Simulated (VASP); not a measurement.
# Adsorption sites of H on Cu(100), part 5 of 6

Where does H sit on Cu(100), and how strongly does it bind?

VASP 6.6.1, plane waves and PAW; the level of theory is named at each step.

So far. Step 6 (Relaxing the atoms): Energy at zero smearing: -6.95649 eV. Step 7 (Relaxing the adsorbate, site ontop): The run ended after 14 ionic steps, 0.012 eV below its first step, once the forces on the free atoms met EDIFFG = -0.03.

### Step 8. Potential and states with the adsorbate, site ontop

Level of this step: RPBE; plane waves and PAW (Cu, H) (VASP).

A static run like the clean slab's shows how the vacuum level shifts, by charge transfer, by any dipole of the adsorbate and by the slab's own rearrangement.

Input file INCAR:

```
SYSTEM = Cu16H
PREC = Normal
ENCUT = 330
EDIFF = 1E-06
NELM = 120
ISMEAR = 1
SIGMA = 0.15
LREAL = Auto
ALGO = Fast
GGA = RP
NBANDS = 109
LASPH = .TRUE.
LORBIT = 11
LWAVE = .FALSE.
LCHARG = .FALSE.
KPAR = 2
NCORE = 2
IDIPOL = 3
LDIPOL = .TRUE.
DIPOL = 0.5 0.5 0.512
LVHAR = .TRUE.
LVACPOTAV = .TRUE.
NEDOS = 1500
```

Input file POSCAR:

```
Cu16H
1.0
    5.1926374917      0.0000000000      0.0000000000
    0.0000000000      5.1926374917      0.0000000000
    0.0000000000      0.0000000000     20.5076237739
Cu H
16 1
Selective dynamics
Direct
    0.2500000000      0.2500000000      0.3657176500  F F F
    0.7500000000      0.2500000000      0.3657176500  F F F
    0.2500000000      0.7500000000      0.3657176500  F F F
    0.7500000000      0.7500000000      0.3657176500  F F F
    0.0000000000      0.0000000000      0.4552392200  F F F
    0.5000000000      0.0000000000      0.4552392200  F F F
    0.0000000000      0.5000000000      0.4552392200  F F F
    0.5000000000      0.5000000000      0.4552392200  F F F
    0.2496694903      0.2496694903      0.5454621094  T T T
    0.7503305097      0.2496694903      0.5454621094  T T T
    0.2496694903      0.7503305097      0.5454621094  T T T
    0.7503305097      0.7503305097      0.5454621094  T T T
    0.0000000000      0.0000000000      0.6347146902  T T T
    0.5000000000      0.0000000000      0.6344305637  T T T
    0.0000000000      0.5000000000      0.6344305637  T T T
    0.5000000000      0.5000000000      0.6313217382  T T T
    0.0000000000      0.0000000000      0.7091213510  T T T
```

Input file KPOINTS:

```
Automatic mesh
0
Gamma
5 5 1
0 0 0
```

PAW data sets: Cu and H (PBE family, release 64).

Launch:

```
> mpirun -np 4 vasp_std
```

The program printed:

```text
[... set-up lines as in an earlier step ...]
 entering main loop
       N       E                     dE             d eps       ncg     rms          rms(c)
DAV:   1     0.143440543213E+04    0.14344E+04   -0.57501E+04  1308   0.144E+03
DAV:   2     0.929707695247E+02   -0.13414E+04   -0.12937E+04  1308   0.371E+02
DAV:   3    -0.551762655175E+02   -0.14815E+03   -0.13510E+03  1370   0.174E+02
DAV:   4    -0.622317480592E+02   -0.70555E+01   -0.69234E+01  1459   0.505E+01
DAV:   5    -0.624202828494E+02   -0.18853E+00   -0.18790E+00  1496   0.642E+00    0.275E+01
RMM:   6    -0.564325137257E+02    0.59878E+01   -0.13344E+02  1421   0.892E+01    0.160E+01
RMM:   7    -0.510074189232E+02    0.54251E+01   -0.28473E+01  1356   0.451E+01    0.292E+00
RMM:   8    -0.513685589531E+02   -0.36114E+00   -0.19053E+00  1469   0.710E+00    0.399E+00
RMM:   9    -0.509410735322E+02    0.42749E+00   -0.76300E-01  1443   0.520E+00    0.118E+00
RMM:  10    -0.509397267781E+02    0.13468E-02   -0.28751E-01  1504   0.273E+00    0.607E-01
RMM:  11    -0.509357391571E+02    0.39876E-02   -0.70779E-02  1495   0.139E+00    0.418E-01
RMM:  12    -0.509316838516E+02    0.40553E-02   -0.25984E-02  1464   0.997E-01    0.281E-01
RMM:  13    -0.509302946175E+02    0.13892E-02   -0.11809E-02  1481   0.591E-01    0.163E-01
RMM:  14    -0.509291269512E+02    0.11677E-02   -0.61939E-03  1460   0.472E-01    0.117E-01
RMM:  15    -0.509288936486E+02    0.23330E-03   -0.26430E-03  1612   0.230E-01    0.671E-02
RMM:  16    -0.509289969223E+02   -0.10327E-03   -0.96877E-04  1490   0.152E-01    0.315E-02
RMM:  17    -0.509293562704E+02   -0.35935E-03   -0.34815E-04  1559   0.792E-02    0.285E-02
RMM:  18    -0.509295629388E+02   -0.20667E-03   -0.10942E-04  1516   0.474E-02    0.218E-02
RMM:  19    -0.509298386696E+02   -0.27573E-03   -0.94444E-05  1545   0.413E-02    0.105E-02
RMM:  20    -0.509298765692E+02   -0.37900E-04   -0.29237E-05  1503   0.224E-02    0.875E-03
RMM:  21    -0.509298995898E+02   -0.23021E-04   -0.95834E-06  1378   0.156E-02    0.519E-03
RMM:  22    -0.509299551166E+02   -0.55527E-04   -0.10360E-05  1389   0.131E-02    0.295E-03
RMM:  23    -0.509299858209E+02   -0.30704E-04   -0.34645E-06  1056   0.927E-03    0.385E-03
RMM:  24    -0.509300067313E+02   -0.20910E-04   -0.16960E-06   943   0.758E-03    0.223E-03
RMM:  25    -0.509300377282E+02   -0.30997E-04   -0.16317E-06   950   0.648E-03    0.181E-03
RMM:  26    -0.509300499627E+02   -0.12234E-04   -0.71866E-07   926   0.419E-03    0.142E-03
RMM:  27    -0.509300538959E+02   -0.39332E-05   -0.27451E-07   883   0.241E-03    0.954E-04
RMM:  28    -0.509300555158E+02   -0.16200E-05   -0.14559E-07   859   0.229E-03    0.438E-04
RMM:  29    -0.509300562552E+02   -0.73936E-06   -0.60718E-08   776   0.119E-03
 [... a notice as in an earlier step ...]

   1 F= -.50930056E+02 E0= -.50929495E+02  d E =-.168459E-02
```

It took 36 s on 4 MPI ranks of AMD EPYC 9R45, shared host; peak memory 0.74 GiB; 2.3 min of CPU time.

OUTCAR, selected parts (step 8):

```text
   NELECT =     177.0000    total number of electrons

 dipolmoment           0.000000      0.000000      0.092806 electrons x Angstroem

 E-fermi :  -0.2606

 k-point     1 :       0.0000    0.0000    0.0000
  band No.  band energies     occupation
    ...
     88      -0.5892      2.00823
     89      -0.2959      1.38604
     90      -0.2906      1.33106
     91      -0.2889      1.31310
     92      -0.2889      1.31310
     93       0.2105     -0.00008
     94       1.6678     -0.00000
     95       2.1889     -0.00000
     96       2.1889     -0.00000
     97       2.8715      0.00000
    ...

  Total       -4.0348288     -4.0348288     -1.4223288      0.0000000      0.0000000      0.0000000
  in kB      -11.6908030    -11.6908030     -4.1211577      0.0000000      0.0000000      0.0000000
  external PRESSURE =      -9.1675879 kB  Pullay stress =       0.0000000 kB

 POSITION                                       TOTAL-FORCE (eV/Angst)
 -----------------------------------------------------------------------------------
      1.29816      1.29816      7.50000         0.029518      0.029518      0.183780
      3.89448      1.29816      7.50000        -0.029518      0.029518      0.183780
      1.29816      3.89448      7.50000         0.029518     -0.029518      0.183780
      3.89448      3.89448      7.50000        -0.029518     -0.029518      0.183780
      0.00000      0.00000      9.33587         0.000000      0.000000     -0.158240
      2.59632      0.00000      9.33587         0.000000      0.000000     -0.177232
      0.00000      2.59632      9.33587         0.000000      0.000000     -0.177232
      2.59632      2.59632      9.33587        -0.000000      0.000000     -0.258051
      1.29644      1.29644     11.18613        -0.004191     -0.004191      0.009953
      3.89619      1.29644     11.18613         0.004191     -0.004191      0.009953
      1.29644      3.89619     11.18613        -0.004191      0.004191      0.009953
      3.89619      3.89619     11.18613         0.004191      0.004191      0.009953
      0.00000      0.00000     13.01649        -0.000000      0.000000      0.022808
      2.59632      0.00000     13.01066         0.000000      0.000000     -0.012200
      0.00000      2.59632     13.01066        -0.000000      0.000000     -0.012200
      2.59632      2.59632     12.94691         0.000000      0.000000     -0.004609
      0.00000      0.00000     14.54239         0.000000      0.000000      0.002027
 -----------------------------------------------------------------------------------
    total drift:                                0.000000      0.000000      0.032788

  FREE ENERGIE OF THE ION-ELECTRON SYSTEM (eV)
  ---------------------------------------------------
  free  energy   TOTEN  =       -50.9300562552 eV

  energy  without entropy=      -50.9283716684  energy(sigma->0) =      -50.92949473

 vacuum level on the upper side and lower side of the slab         4.604         3.979

[... 8 parts as in an earlier step ...]

[... 9 further parts left out ...]
```

This step gave:

| Property | Result |
| --- | --- |
| electronic cycles | 29 |
| free energy (TOTEN) | -50.9301 eV |
| Fermi energy | -0.2606 eV |
| dipole moment | 0, 0, 0.09281 e·Å |
| vacuum levels | 4.604, 3.979 eV |
| work functions of the upper and lower face | 4.865, 4.240 eV |

Zero at the Fermi level. Table of planar average of the electrostatic potential by height:

```
height (Å)  planar average of the electrostatic potential (eV)
       0.0                                                4.78
       0.5                                                4.29
       1.0                                                4.25
       1.5                                                4.25
       2.0                                                4.25
       2.5                                                4.25
       3.0                                                4.25
       3.5                                                4.24
       4.0                                                4.24
       4.5                                                4.23
       5.0                                                4.18
       5.5                                                4.03
       6.0                                                3.48
       6.5                                                1.72
       7.0                                               -6.43
       7.5                                               -12.0
       8.0                                               -6.67
       8.5                                               -1.62
       9.0                                               -9.58
       9.5                                               -11.6
      10.0                                               -3.96
      10.5                                               -3.60
      11.0                                               -11.4
      11.5                                               -9.89
      12.0                                               -2.00
      12.5                                               -6.83
      13.0                                               -12.0
      13.5                                               -6.30
      14.0                                                1.93
      14.5                                                3.30
      15.0                                                4.30
      15.5                                                4.73
      16.0                                                4.83
      16.5                                                4.86
      17.0                                                4.87
      17.5                                                4.87
      18.0                                                4.87
      18.5                                                4.87
      19.0                                                4.87
      19.5                                                4.87
      20.0                                                4.87
```

Density of states in the PAW spheres, an atom over height of the layer and energy from the Fermi level.

Ten even steps from '_' (0.00 states/eV) to '@' (5.60 states/eV), each cell a mean:
```
____________
____________
____________
____________
..____....__
@@****@@##__
@@****@@%%__
%%++++####__
++**##++++__
--++++----__
::==--::--__
..====..::__
__::::....__
____..______
____________
____________
____________
____________
____________
____________
____________
____________
```
Columns: height of the layer (Å) from 7.5 to 14.5 (not evenly spaced); rows upwards: energy from the Fermi level (eV) from -7.9 to 0.5.

Force by atom:

```csv
atom,x (eV/Å),y (eV/Å),z (eV/Å),size
Cu1,0.030,0.030,0.184,0.188
Cu2,-0.030,0.030,0.184,0.188
Cu3,0.030,-0.030,0.184,0.188
Cu4,-0.030,-0.030,0.184,0.188
Cu5,0.000,0.000,-0.158,0.158
Cu6,0.000,0.000,-0.177,0.177
Cu7,0.000,0.000,-0.177,0.177
Cu8,0.000,0.000,-0.258,0.258
Cu9,-0.004,-0.004,0.010,0.012
Cu10,0.004,-0.004,0.010,0.012
Cu11,-0.004,0.004,0.010,0.012
Cu12,0.004,0.004,0.010,0.012
Cu13,0.000,0.000,0.023,0.023
Cu14,0.000,0.000,-0.012,0.012
Cu15,0.000,0.000,-0.012,0.012
Cu16,0.000,0.000,-0.005,0.005
H17,0.000,0.000,0.002,0.002
```

The map of layer states is cut here 0.5 eV above the Fermi level, so it leaves out the states above that.

At the end the adsorbate's closest contact with the slab is H-Cu at 1.53 Å, nearly straight above the slab's atom, and its lowest atom lies 1.53 Å above the highest atom of the slab.

The vacuum level lies 4.86 eV above the Fermi level at the upper face; the two faces differ by 0.62 eV, the step that the slab's dipole of 0.093 e·Å makes.

VASP counts the dipole in electrons times Å, so a positive number points the physical dipole along −c.

The program found no field-free point at its default tolerance, but its printed level agrees with the flat part of the planar average.

On this mesh the fine structure of the density of states is sampling noise, and high empty states may be cut by the number of bands.

### Step 9. Relaxing the adsorbate, site hollow

Input file INCAR:

```
SYSTEM = Cu16H
PREC = Normal
ENCUT = 330
EDIFF = 1E-05
NELM = 120
ISMEAR = 1
SIGMA = 0.15
LREAL = Auto
ALGO = Fast
GGA = RP
NBANDS = 109
LASPH = .TRUE.
LORBIT = 11
LWAVE = .FALSE.
LCHARG = .FALSE.
KPAR = 2
NCORE = 2
IBRION = 2
NSW = 50
ISIF = 2
EDIFFG = -0.03
POTIM = 0.4
MAXMIX = 40
IDIPOL = 3
LDIPOL = .TRUE.
DIPOL = 0.5 0.5 0.51
```

Input file POSCAR:

```
Cu16H
1.0
    5.1926374917      0.0000000000      0.0000000000
    0.0000000000      5.1926374917      0.0000000000
    0.0000000000      0.0000000000     20.5076237739
Cu H
16 1
Selective dynamics
Direct
    0.2500000000      0.2500000000      0.3657176500  F F F
    0.7500000000      0.2500000000      0.3657176500  F F F
    0.2500000000      0.7500000000      0.3657176500  F F F
    0.7500000000      0.7500000000      0.3657176500  F F F
    0.0000000000      0.0000000000      0.4552392200  F F F
    0.5000000000      0.0000000000      0.4552392200  F F F
    0.0000000000      0.5000000000      0.4552392200  F F F
    0.5000000000      0.5000000000      0.4552392200  F F F
    0.2500000000      0.2500000000      0.5460485000  T T T
    0.7500000000      0.2500000000      0.5460485000  T T T
    0.2500000000      0.7500000000      0.5460485000  T T T
    0.7500000000      0.7500000000      0.5460485000  T T T
    0.0000000000      0.0000000000      0.6333476700  T T T
    0.5000000000      0.0000000000      0.6333476700  T T T
    0.0000000000      0.5000000000      0.6333476700  T T T
    0.5000000000      0.5000000000      0.6333476700  T T T
    0.2500000000      0.2500000000      0.6723575500  T T T
```

KPOINTS is that of step 8.

Launch:

```
> mpirun -np 4 vasp_std
```

The program printed:

```text
[... set-up lines as in an earlier step ...]
 entering main loop
       N       E                     dE             d eps       ncg     rms          rms(c)
DAV:   1     0.143551710934E+04    0.14355E+04   -0.57553E+04  1308   0.145E+03
DAV:   2     0.922258909190E+02   -0.13433E+04   -0.12949E+04  1308   0.371E+02
DAV:   3    -0.552661640024E+02   -0.14749E+03   -0.13424E+03  1370   0.174E+02
DAV:   4    -0.621785533156E+02   -0.69124E+01   -0.67866E+01  1480   0.500E+01
[...]
RMM:  24    -0.513426010291E+02   -0.48787E-04   -0.23177E-06   763   0.744E-03    0.258E-03
RMM:  25    -0.513426275129E+02   -0.26484E-04   -0.18849E-06   759   0.798E-03    0.110E-03
RMM:  26    -0.513426336382E+02   -0.61253E-05   -0.42266E-07   700   0.383E-03
   1 F= -.51342634E+02 E0= -.51338978E+02  d E =-.513426E+02
[... from here on, the cycles between the ionic steps are left out ...]
   2 F= -.51369619E+02 E0= -.51365932E+02  d E =-.269858E-01
   3 F= -.51409654E+02 E0= -.51405930E+02  d E =-.670203E-01
   4 F= -.51410383E+02 E0= -.51406656E+02  d E =-.677491E-01
   5 F= -.51417834E+02 E0= -.51414099E+02  d E =-.745134E-02
   6 F= -.51423296E+02 E0= -.51419566E+02  d E =-.129137E-01
   7 F= -.51423249E+02 E0= -.51419506E+02  d E =-.128665E-01
   8 F= -.51424569E+02 E0= -.51420969E+02  d E =-.132004E-02
   9 F= -.51426017E+02 E0= -.51422801E+02  d E =-.276771E-02
  10 F= -.51426976E+02 E0= -.51423940E+02  d E =-.959155E-03
  11 F= -.51427314E+02 E0= -.51424356E+02  d E =-.129697E-02
  12 F= -.51427840E+02 E0= -.51425061E+02  d E =-.182303E-02
[...]
reached required accuracy - stopping structural energy minimisation
```

Elapsed: 2.1 min, on 4 MPI ranks; peak memory 0.78 GiB; 8.5 min of CPU time.

From OUTCAR (step 9):

```text
  Total       -4.9441980     -4.9441980     -1.6538913      0.0000000      0.0000000     -0.0000000
  in kB      -14.3256746    -14.3256746     -4.7921037      0.0000000      0.0000000     -0.0000000
  external PRESSURE =     -11.1478176 kB  Pullay stress =       0.0000000 kB

 POSITION                                       TOTAL-FORCE (eV/Angst)
 -----------------------------------------------------------------------------------
      1.29816      1.29816      7.50000         0.000000     -0.000000      0.182279
      3.89448      1.29816      7.50000         0.000000     -0.000000      0.145631
      1.29816      3.89448      7.50000         0.000000     -0.000000      0.145631
      3.89448      3.89448      7.50000         0.000000     -0.000000      0.184450
      0.00000      0.00000      9.33587        -0.078799     -0.078799     -0.134244
      2.59632      0.00000      9.33587         0.078799     -0.078799     -0.134244
      0.00000      2.59632      9.33587        -0.078799      0.078799     -0.134244
      2.59632      2.59632      9.33587         0.078799      0.078799     -0.134244
      1.29816      1.29816     11.13646        -0.000000     -0.000000     -0.017906
      3.89448      1.29816     11.18246         0.000000     -0.000000     -0.024348
      1.29816      3.89448     11.18246         0.000000     -0.000000     -0.024348
      3.89448      3.89448     11.26679         0.000000     -0.000000     -0.001741
      0.01711      0.01711     13.01839        -0.004862     -0.004862     -0.007355
      2.57921      0.01711     13.01839         0.004862     -0.004862     -0.007355
[...]
-----------------------------------------------------------------------------------
    total drift:                                0.000000      0.000000      0.006981

  FREE ENERGIE OF THE ION-ELECTRON SYSTEM (eV)
  ---------------------------------------------------
  free  energy   TOTEN  =       -51.4278399315 eV

  energy  without entropy=      -51.4195022181  energy(sigma->0) =      -51.42506069

[... 3 parts as in an earlier step ...]

[... 1 further part left out ...]
[key lines of the parts left out:]
E-fermi :  -0.0941
```

Relaxation path:

| step | energy less that of the first step (eV) | largest force (eV/Å) |
| --- | --- | --- |
| 1 | 0.0000 | 0.4337 |
| 2 | -0.0270 | 0.3785 |
| 3 | -0.0670 | 0.2375 |
| 4 | -0.0677 | 0.2378 |
| 5 | -0.0752 | 0.1467 |
| 6 | -0.0807 | 0.0941 |
| 7 | -0.0806 | 0.0983 |
| 8 | -0.0819 | 0.0791 |
| 9 | -0.0834 | 0.0508 |
| 10 | -0.0843 | 0.0349 |
| 11 | -0.0847 | 0.0300 |
| 12 | -0.0852 | 0.0244 |

The atoms that moved most (Å):

| atom | dx | dy | dz | length |
| --- | --- | --- | --- | --- |
| H17 | 0.000 | 0.000 | -0.179 | 0.179 |
| Cu12 | 0.000 | 0.000 | 0.069 | 0.069 |
| Cu9 | 0.000 | 0.000 | -0.062 | 0.062 |
| Cu16 | -0.017 | -0.017 | 0.030 | 0.038 |
| Cu15 | 0.017 | -0.017 | 0.030 | 0.038 |
| Cu14 | -0.017 | 0.017 | 0.030 | 0.038 |
| Cu13 | 0.017 | 0.017 | 0.030 | 0.038 |
| Cu10 | 0.000 | 0.000 | -0.016 | 0.016 |

Final coordinates:

```cif
data_structure
_symmetry_space_group_name_H-M 'P 1'
_symmetry_Int_Tables_number 1
_cell_length_a 5.1926
_cell_length_b 5.1926
_cell_length_c 20.5076
_cell_angle_alpha 90.000
_cell_angle_beta 90.000
_cell_angle_gamma 90.000
_cell_volume 552.96
loop_
_atom_site_label
_atom_site_type_symbol
_atom_site_fract_x
_atom_site_fract_y
_atom_site_fract_z
_atom_site_occupancy
Cu1 Cu 0.25000 0.25000 0.36572 1
Cu2 Cu 0.75000 0.25000 0.36572 1
Cu3 Cu 0.25000 0.75000 0.36572 1
Cu4 Cu 0.75000 0.75000 0.36572 1
Cu5 Cu 0.00000 0.00000 0.45524 1
Cu6 Cu 0.50000 0.00000 0.45524 1
Cu7 Cu 0.00000 0.50000 0.45524 1
Cu8 Cu 0.50000 0.50000 0.45524 1
Cu9 Cu 0.25000 0.25000 0.54304 1
Cu10 Cu 0.75000 0.25000 0.54528 1
Cu11 Cu 0.25000 0.75000 0.54528 1
Cu12 Cu 0.75000 0.75000 0.54939 1
Cu13 Cu 0.00330 0.00330 0.63481 1
Cu14 Cu 0.49670 0.00330 0.63481 1
Cu15 Cu 0.00330 0.49670 0.63481 1
Cu16 Cu 0.49670 0.49670 0.63481 1
H17 H 0.25000 0.25000 0.66365 1
```

The run ended after 12 ionic steps, 0.085 eV below its first step, once the forces on the free atoms met EDIFFG = -0.03.

[end of part 5 of 6]

[Lines on the potential files, build, host, timing and source positions are cut from VASP's logs without a mark.]

[Logs are printed without paths, hosts, clocks, repeated set-up lines and the standing remarks that a program may print on its own settings, such as how far it seeks lower states.]

[Hosts, paths, dates, database ids (printed as entryN), source tags and the programs' standing remarks are cut or masked in the printed files.]

[Runs that stopped without an error message from VASP are left out.]
